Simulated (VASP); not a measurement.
# Zr4Tl (Pm-3m) in VASP: notebook, part 2 of 2

VASP 6.6.1.

## (3) Relaxation of the atoms, LDA

The input, INCAR:

```
ALGO = Normal
EDIFF = 1E-6
EDIFFG = -0.02
ENCUT = 520
GGA = CA
IBRION = 2
ISIF = 2
ISMEAR = 1
LASPH = True
LCHARG = False
LREAL = False
LWAVE = False
NELM = 60
NSW = 40
PREC = Accurate
SIGMA = 0.2
```

The input, KPOINTS:

```
k-points
0
Gamma
  5 5 5
```

The input, POSCAR:

```
Zr4Tl
1.0
    5.3047500000      0.0000000000      0.0000000000
    0.0000000000      5.3047500000      0.0000000000
    0.0000000000      0.0000000000      5.3047500000
Zr Tl
4 1
Direct
    0.0000000000      0.5000000000      0.5000000000
    0.5000000000      0.5000000000      0.0000000000
    0.5000000000      0.0000000000      0.5000000000
    0.0000000000      0.0000000000      0.0000000000
    0.5000000000      0.5000000000      0.5000000000
```

Potentials or basis: VASP PAW LDA potentials, release 64 (Zr_sv, Tl_d).

Command:

```
> cat potpaw_LDA.64/Zr_sv/POTCAR potpaw_LDA.64/Tl_d/POTCAR > POTCAR
> mpirun -np 1 vasp_std > vasp.out
```

OUTCAR:

```text
EDIFF = 1E-6
   EDIFFG = -0.02
   ENCUT = 520
   GGA = CA
   IBRION = 2
   ISIF = 2
   ISMEAR = 1
   LASPH = True
   LREAL = False
   NELM = 60
   NSW = 40
   PREC = Accurate

 ion  position               nearest neighbor table
   1  0.000  0.500  0.500-   5 2.65   5 2.65   4 3.75   2 3.75   2 3.75   4 3.75   3 3.75   4 3.75
                             4 3.75   2 3.75   3 3.75   3 3.75   2 3.75   3 3.75
   2  0.500  0.500  0.000-   5 2.65   5 2.65   4 3.75   1 3.75   1 3.75   3 3.75   3 3.75   3 3.75
                             4 3.75   3 3.75   1 3.75   4 3.75   1 3.75   4 3.75
   3  0.500  0.000  0.500-   5 2.65   5 2.65   4 3.75   1 3.75   2 3.75   4 3.75   1 3.75   2 3.75
                             2 3.75   2 3.75   1 3.75   4 3.75   4 3.75   1 3.75
   4  0.000  0.000  0.000-   1 3.75   2 3.75   3 3.75   1 3.75   3 3.75   1 3.75   2 3.75   1 3.75
                             2 3.75   3 3.75   3 3.75   2 3.75
   5  0.500  0.500  0.500-   1 2.65   2 2.65   3 2.65   2 2.65   3 2.65   1 2.65

  LATTYP: Found a simple cubic cell.
 ALAT       =     5.3047500000

  Lattice vectors:

 A1 = (   5.3047500000,   0.0000000000,   0.0000000000)
 A2 = (   0.0000000000,   5.3047500000,   0.0000000000)
 A3 = (   0.0000000000,   0.0000000000,   5.3047500000)

Analysis of symmetry for initial positions (statically):
[... 175 lines left out ...]
  band No.  band energies     occupation
      1     -43.4146      2.00000
      2     -42.9958      2.00000
      3     -42.9768      2.00000
      4     -42.9768      2.00000
      5     -21.4847      2.00000
      6     -21.4847      2.00000
[... 379 lines left out ...]
     35       6.6961     -0.00003
     36       6.7999     -0.00000

------------------------ aborting loop because EDIFF is reached ----------------------------------------

  FORCE on cell =-STRESS in cart. coord.  units (eV):
  Direction    XX          YY          ZZ          XY          YZ          ZX
  --------------------------------------------------------------------------------------
  -------------------------------------------------------------------------------------
  Total       -4.1094369     -4.1094369     -4.1094369      0.0000000      0.0000000     -0.0000000
  in kB      -44.1060467    -44.1060467    -44.1060467      0.0000000      0.0000000     -0.0000000
  external PRESSURE =     -44.1060467 kB  Pullay stress =       0.0000000 kB

 VOLUME and BASIS-vectors are now :
 -----------------------------------------------------------------------------
  energy-cutoff  :      520.00
  volume of cell :      149.28
      direct lattice vectors                 reciprocal lattice vectors
     5.304750000  0.000000000  0.000000000     0.188510297  0.000000000  0.000000000
     0.000000000  5.304750000  0.000000000     0.000000000  0.188510297  0.000000000
     0.000000000  0.000000000  5.304750000     0.000000000  0.000000000  0.188510297

 POSITION                                       TOTAL-FORCE (eV/Angst)
 -----------------------------------------------------------------------------------
      0.00000      2.65238      2.65238         0.000000      0.000000      0.000000
      2.65238      2.65238      0.00000         0.000000      0.000000      0.000000
      2.65238      0.00000      2.65238         0.000000      0.000000      0.000000
      0.00000      0.00000      0.00000         0.000000      0.000000      0.000000
      2.65238      2.65238      2.65238         0.000000      0.000000      0.000000
 -----------------------------------------------------------------------------------
    total drift:                                0.000000      0.000000     -0.000000

  FREE ENERGIE OF THE ION-ELECTRON SYSTEM (eV)
  ---------------------------------------------------
  free  energy   TOTEN  =       -33.8164753035 eV

  energy  without entropy=      -33.7720220451  energy(sigma->0) =      -33.80165755

 reached required accuracy - stopping structural energy minimisation
```

Run time: 37 s. Hardware: 1 thread of Intel Xeon 6975P-C (Granite Rapids), shared host; peak memory 0.21 GiB.

Results:

```yaml
Free_energy: -33.8165 eV
Pressure_after_relaxing: -4.4 GPa
Band_gap_on_the_k_mesh: none (metal or under the smearing width)
```

Final structure:
```
CELL_PARAMETERS angstrom
5.30475 0.00000 0.00000
0.00000 5.30475 0.00000
0.00000 0.00000 5.30475
ATOMIC_POSITIONS crystal
Zr 0.00000 0.50000 0.50000
Zr 0.50000 0.50000 0.00000
Zr 0.50000 0.00000 0.50000
Zr 0.00000 0.00000 0.00000
Tl 0.50000 0.50000 0.50000
```

Caveat: the relaxation stopped at its first step, so nothing moved. The run has no spin-orbit coupling, so splittings on Tl are missing.

## (4) Atomic charges, RPBE+D3, spin-orbit coupling, no magnetisation

The input, INCAR:

```
ALGO = Normal
EDIFF = 1E-7
ENCUT = 520
GGA = RP
GGA_COMPAT = F
ISIF = 2
ISMEAR = 1
IVDW = 11
LASPH = T
LCHARG = F
LMAXMIX = 4
LORBIT = 11
LREAL = F
LSORBIT = T
LWAVE = F
MAGMOM = 0 0 0 0 0 0 0 0 0 0 0 0 0 0 0
NELM = 80
PREC = Accurate
SIGMA = 0.2
```

The input, KPOINTS:

```
k-points
0
Gamma
  4 4 4
```

POSCAR is that of step 3.

Potentials or basis: VASP PAW PBE potentials, release 64 (Zr_sv, Tl_d).

Command:

```
> cat potpaw_PBE.64/Zr_sv/POTCAR potpaw_PBE.64/Tl_d/POTCAR > POTCAR
> mpirun -np 1 vasp_ncl > vasp.out
```

It took 4.2 min on 1 thread of Intel Xeon 6975P-C (Granite Rapids), shared host; peak memory 0.58 GiB.

The run converged. Its results:

```yaml
Free_energy: -31.4448 eV
Pressure: -0.4 GPa
Valence_electrons_inside_the_program's_atomic_spheres: Zr 9.67, 9.45; Tl 11.94
Dispersion_energy_per_atom: -0.470 eV
```

Caveat: the PAW data sets were made with another functional, which shifts forces and pressure a little.

## (5) The reference run

An earlier run on the cell as given: functional PBE; potentials or basis VASP PAW PBE potentials, release 64 (Zr_sv, Tl_d); cutoff 520 eV; k mesh 5 × 5 × 5; occupations fermi-dirac, width 0.05 eV; no spin polarisation.

- Pressure: 0.0 GPa
- Band gap on the k mesh: none (metal or under the smearing width)

## (6) Overview

```tsv
task	level	potentials or basis	spin	cell	k mesh	cutoff (eV)	smearing	gap on the mesh (eV)	pressure (GPa)
relaxation of cell and atoms	PBE	VASP PAW PBE potentials, release 64 (Zr_sv, Tl_d)	off	relaxed	5 × 5 × 5	600	methfessel-paxton 0.2 eV	none	0.0
relaxation of the atoms	LDA	VASP PAW LDA potentials, release 64 (Zr_sv, Tl_d)	off	atoms relaxed	5 × 5 × 5	520	methfessel-paxton 0.2 eV	none	-4.4
atomic charges	RPBE+D3	VASP PAW PBE potentials, release 64 (Zr_sv, Tl_d)	SOC, no magnetisation	as given	4 × 4 × 4	520	methfessel-paxton 0.2 eV	-	-0.4
single point	PBE	VASP PAW PBE potentials, release 64 (Zr_sv, Tl_d)	off	as given	5 × 5 × 5	520	fermi-dirac 0.05 eV	none	0.0
```

Caveats: the relaxation stopped at its first step, so nothing moved (some runs); the PAW data sets were made with another functional, which shifts forces and pressure a little (some runs).

Total energies depend on the potentials used, so only differences within one code and one set of settings carry meaning.
